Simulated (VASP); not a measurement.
Input:

```cif
data_Gd4N4
_chemical_formula_sum 'Gd4 N4'
_space_group_name_H-M_alt 'Fm-3m'
_space_group_IT_number 225
_space_group_name_Hall '-F 4 2 3'
_cell_length_a 4.93357
_cell_length_b 4.93357
_cell_length_c 4.93357
_cell_angle_alpha 90.000
_cell_angle_beta 90.000
_cell_angle_gamma 90.000
loop_
_atom_site_label
_atom_site_type_symbol
_atom_site_symmetry_multiplicity
_atom_site_Wyckoff_symbol
_atom_site_fract_x
_atom_site_fract_y
_atom_site_fract_z
_atom_site_occupancy
Gd1 Gd 4 a 0.00000 0.00000 0.00000 1
N1 N 4 b 0.50000 0.50000 0.50000 1
```
(The calculation used a cell of 2 atoms; values per cell refer to that cell.)

Level of theory: MS2 meta-GGA, VASP's PBE PAW potentials (set 64) (plane waves; VASP 6.6.1). Settings: 520 eV cut-off, 13×13×13 Γ-centred mesh, first-order Methfessel-Paxton smearing of 0.10 eV, potentials Gd_3 N.

The 4f electrons are frozen in the core of the lanthanide potential, so 4f levels, which can set the real gap, and their magnetism are missing.

Task: Give the energy at these volumes per atom, relative to the lowest: 14.09, 14.54, 14.99, 15.44, 15.89 Å³.

Result: 33.3, 8.2, 0.0, 6.2, 24.6 meV/atom. A third-order Birch-Murnaghan fit gives B0 = 169 GPa and B0′ = 4.2.

Measured: bulk modulus 192 GPa (computed value off by -11.7 %), as given by K Doll, Journal of Physics Condensed Matter (2008), arXiv:0801.3152; a 4.974 Å (computed value off by -0.8 %), as given by F. Natali et al., Progress in Materials Science (2013), arXiv:1208.2410. The calculation is for a static lattice, while the measured bulk modulus, a hold thermal and zero-point effects, which are part of the difference.

The compound is GdN in the rock salt structure. It was relaxed first.
